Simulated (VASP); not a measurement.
Input:

```
GaInN2
1.0
    3.35505     0.00000     0.00000
   -1.67753     2.90556     0.00000
    0.00000     0.00000     5.49437
In Ga N
1 1 2
Direct
  0.00000   0.00000   0.99744
  0.66667   0.33333   0.49584
  0.66667   0.33333   0.14600
  0.00000   0.00000   0.60233
```

Computed with PBEsol GGA, VASP's PBE PAW potentials (set 64) (plane waves; VASP). Run with 520 eV cut-off, 9×9×5 Γ-centred mesh, tetrahedra with Blöchl corrections, potentials In_d Ga_d N.

Unless said otherwise, spin-orbit coupling is left out, though it shifts the bands of the heavy elements here.

### Question
What does the run give for the energy per atom (σ→0), band gap (on the k-mesh) with the smallest direct gap where there is one?

### Answer

```yaml
band gap (on the k-mesh): 0.31 eV
smallest direct gap (on the k-mesh): 0.31 eV
energy per atom (σ→0): -6.101 eV/atom
```

The absolute energy has meaning only against runs of the same code, potentials and settings.

The structure comes from a computed database's InGaN2 entry (P3m1); how it stands against other phases isn't given here. It was relaxed first.
